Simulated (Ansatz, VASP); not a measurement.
**Al3Pd: VASP beside Ansatz**

```
CELL_PARAMETERS angstrom
3.94691 0.00000 0.00000
0.00000 3.94691 0.00000
0.00000 0.00000 3.94691
ATOMIC_POSITIONS crystal
Pd 0.00000 0.00000 0.00000
Al 0.50000 0.50000 0.00000
Al 0.50000 0.00000 0.50000
Al 0.00000 0.50000 0.50000
```

Alike in both runs: task relaxation of cell and atoms; functional PBEsol; k mesh 7 × 7 × 7; occupations fermi-dirac, width 0.05 eV; no spin polarisation.

|  | VASP | Ansatz |
| --- | --- | --- |
| version | VASP 6.6.1 | Ansatz 0.2.0 |
| potentials or method | VASP PAW PBE potentials, release 64 (Pd, Al), cutoff 600 eV | all-electron LAPW, scalar-relativistic |

|  | VASP | Ansatz | Ansatz less VASP |
| --- | --- | --- | --- |
| relaxed volume (Å³/atom) | 15.12 | 15.12 | -0.005 |
| relaxed cell length with the largest relative difference (Å) | 3.926 | 3.925 | -0.0004 |
| energy change over the relaxation (meV/atom) | -1 | -2 | -0.1 |

Ansatz ran all-electron here, so the differences hold the error of VASP's frozen core and of both bases.

Caveats: the PAW data sets were made with another functional, which shifts forces and pressure a little (VASP).
